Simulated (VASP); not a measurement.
Calculation: PBEsol GGA, VASP's PBE PAW potentials (set 64) (plane waves; VASP 6.6.1).

VASP input:

**INCAR**
```
SYSTEM = MgZn3Te4
PREC = Accurate
ENCUT = 400
EDIFF = 1E-7
NELM = 100
ALGO = Normal
LREAL = .FALSE.
LASPH = .TRUE.
ISMEAR = 0
SIGMA = 0.05
GGA = PS
LMAXMIX = 4
LWAVE = .FALSE.
LCHARG = .FALSE.
LORBIT = 11
ICHARG = 11
```

### POSCAR
```
MgZn3Te4
24.6824740
  0.0000000000   0.1243818795   0.1243818795
  0.1243818795   0.0000000000   0.1243818795
  0.4999999996   0.4999999996  -0.0024724815
Zn Te Mg
3 4 1
Cartesian
  0.1267425368   0.1267425368   0.2464031018
  0.2494263641   0.2494263641   0.2481011541
  0.2477263357   0.2477263357   0.0010374233
  0.0635386168   0.0635386168   0.0608432628
  0.1863008808   0.1863008808   0.0624628783
  0.3091528497   0.3091528497   0.0639927888
  0.4409005469   0.4409005469   0.0566269713
  0.3743575067   0.3743575067  -0.0012118681
```

### KPOINTS
```
k-points along high-symmetry lines
12
Line-mode
Reciprocal
  0.000000   0.000000   0.000000 ! GAMMA
  0.000000   0.000000  -0.500000 ! T

  0.000000   0.000000  -0.500000 ! T
 -0.328125   0.328125  -0.500000 ! H_2

 -0.343750   0.328125  -0.187500 ! H_0
  0.000000   0.500000   0.500000 ! L

  0.000000   0.500000   0.500000 ! L
  0.000000   0.000000   0.000000 ! GAMMA

  0.000000   0.000000   0.000000 ! GAMMA
 -0.335938   0.335938   0.000000 ! S_0

 -0.335938   0.328125  -0.343750 ! S_2
 -0.500000   0.000000  -1.000000 ! F

 -0.500000   0.000000  -1.000000 ! F
  0.000000   0.000000   0.000000 ! GAMMA
```

POTCAR, in this order: Zn Te Mg (PBE.64 set). Program: vasp_std. Read from the step before: CHGCAR.

Output of the run:

File OSZICAR:
```
       N       E                     dE             d eps       ncg     rms          rms(c)
DAV:   1     0.348511330422E+03    0.34851E+03   -0.23042E+04  6216   0.137E+03
DAV:   2     0.135849333606E+02   -0.33493E+03   -0.32473E+03  6756   0.315E+02
DAV:   3    -0.189002687691E+02   -0.32485E+02   -0.31810E+02  7218   0.100E+02
DAV:   4    -0.198864460223E+02   -0.98618E+00   -0.98325E+00  7335   0.164E+01
DAV:   5    -0.199114053702E+02   -0.24959E-01   -0.24957E-01  7889   0.238E+00
DAV:   6    -0.199117469934E+02   -0.34162E-03   -0.34162E-03  7442   0.298E-01
DAV:   7    -0.199117591664E+02   -0.12173E-04   -0.12173E-04  8282   0.510E-02
DAV:   8    -0.199117595732E+02   -0.40679E-06   -0.40693E-06  7093   0.803E-03
DAV:   9    -0.199117595960E+02   -0.22832E-07   -0.22878E-07  5837   0.176E-03
   1 F= -.19911760E+02 E0= -.19911760E+02  d E =-.150118E-11
```

### OUTCAR
```
 val. band max:        2.9165564588   @ k =   0.0000   0.0000   0.0000

 cond. band min:       4.1998086420   @ k =   0.0000   0.0000   0.0000



 k-point     1 :       0.0000    0.0000    0.0000
  band No.  band energies     occupation
      1      -8.6943      2.00000
      2      -8.3530      2.00000
      3      -8.1159      2.00000
      4      -7.6885      2.00000
      5      -3.8777      2.00000
      6      -3.8777      2.00000
      7      -3.8638      2.00000
      8      -3.8576      2.00000
      9      -3.8576      2.00000
     10      -3.8350      2.00000
     11      -3.8350      2.00000
     12      -3.8071      2.00000
     13      -3.6660      2.00000
     14      -3.6660      2.00000
     15      -3.6546      2.00000
     16      -3.6546      2.00000
     17      -3.6451      2.00000
     18      -3.6451      2.00000
     19      -3.5870      2.00000
     20      -1.9306      2.00000
     21      -0.2741      2.00000
     22       0.2323      2.00000
     23       2.1035      2.00000
     24       2.1036      2.00000
     25       2.3763      2.00000
     26       2.3763      2.00000
     27       2.5481      2.00000
     28       2.5481      2.00000
     29       2.8606      2.00000
     30       2.9165      2.00000
     31       2.9166      2.00000
     32       4.1998      0.00000
     33       4.7115      0.00000
     34       4.9433      0.00000
     35       6.1492      0.00000
     36       7.4387      0.00000
     37       7.4393      0.00000

 k-point     2 :       0.0000    0.0000   -0.0455
  band No.  band energies     occupation
      1      -8.6940      2.00000
      2      -8.3550      2.00000
      3      -8.1135      2.00000
      4      -7.6892      2.00000
      5      -3.8777      2.00000
      6      -3.8777      2.00000
      7      -3.8640      2.00000
      8      -3.8576      2.00000
      9      -3.8576      2.00000
     10      -3.8350      2.00000
     11      -3.8350      2.00000
     12      -3.8065      2.00000
...
```

The density is held fixed in this step, so its total energy and stress have no physical meaning. Unless said otherwise, spin-orbit coupling is left out, though it shifts the bands of the heavy elements here.

The structure was generated: MgZn3Te4 was put into an ordered model structure (R3m), which need not be its known phase. It was relaxed first.
